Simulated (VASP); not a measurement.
VASP ran on this input.

KPOINTS:
```
Automatic mesh
0
Gamma
9 9 9
0 0 0
```

**INCAR**
```
EDIFF = 1E-8   # SCF stop (eV)
LREAL = .FALSE.   # projection in real space or not
EDIFFG = -0.001   # ionic stop
ISIF = 2
SIGMA = 0.1
NSW = 30
LCHARG = .FALSE.
ALGO = Normal   # blocked Davidson
PREC = Accurate
LMAXMIX = 6   # l cut-off of mixed one-centre charges
LASPH = .TRUE.   # aspherical one-centre terms
IBRION = 1
NELM = 100
ISMEAR = 1   # Methfessel-Paxton
LWAVE = .FALSE.
ENCUT = 400
SYSTEM = Hg3Sb
```

### POSCAR
```
Hg3Sb
1
   -2.1205392552     2.1205392552     5.1479448470
    2.1205392552    -2.1205392552     5.1479448470
    2.1205392552     2.1205392552    -5.1479448470
Hg Sb
3 1
Direct
  0.7500000000   0.2500000000   0.5000000000
  0.2500000000   0.7500000000   0.5000000000
  0.5000000000   0.5000000000   0.0000000000
  0.0000000000   1.0000000000   0.0000000000
```

POTCAR, in this order: Hg Sb (LDA.64 set). Program: vasp_std.

Task: Write an equivalent input for Ansatz.

Result: One equivalent input (not run):
Ansatz 0.2 input:
```yaml
crystal:
  lattice:
    - [-2.1205393, 2.1205393, 5.1479448]
    - [2.1205393, -2.1205393, 5.1479448]
    - [2.1205393, 2.1205393, -5.1479448]
  atoms:
    - { symbol: Hg, position: [0.7500000, 0.2500000, 0.5000000] }
    - { symbol: Hg, position: [0.2500000, 0.7500000, 0.5000000] }
    - { symbol: Hg, position: [0.5000000, 0.5000000, 0.0000000] }
    - { symbol: Sb, position: [0.0000000, 1.0000000, 0.0000000] }
kpoints:
  mp_grid: { grid: [9, 9, 9] }
hamiltonian:
  xc: lda
  pseudopotentials: { kind: paw }
scf:
  occupations: { method: methfessel_paxton, width: 0.1 }
  max_iter: 100
relax:
  max_steps: 30
  f_tol: 0.001
output: { forces: true, stress: true, eigenvalues: true }
```
The two are equivalent in intent, not identical: each code has its own PAW files, so the cut-off isn't converted (ENCUT is set for VASP's; basis.ecutwfc is left out, and Ansatz then takes the one that its files recommend); Ansatz stops its SCF on the density residual and VASP on the energy change (EDIFF); Ansatz's lda is the Perdew-Wang form, while the LDA potentials of VASP carry Perdew-Zunger's.

The structure comes from a computed database's Hg3Sb entry (I4/mmm); how it stands against other phases isn't given here. It was relaxed first, which changed the volume by -12 %. The start is the result of an earlier pass.
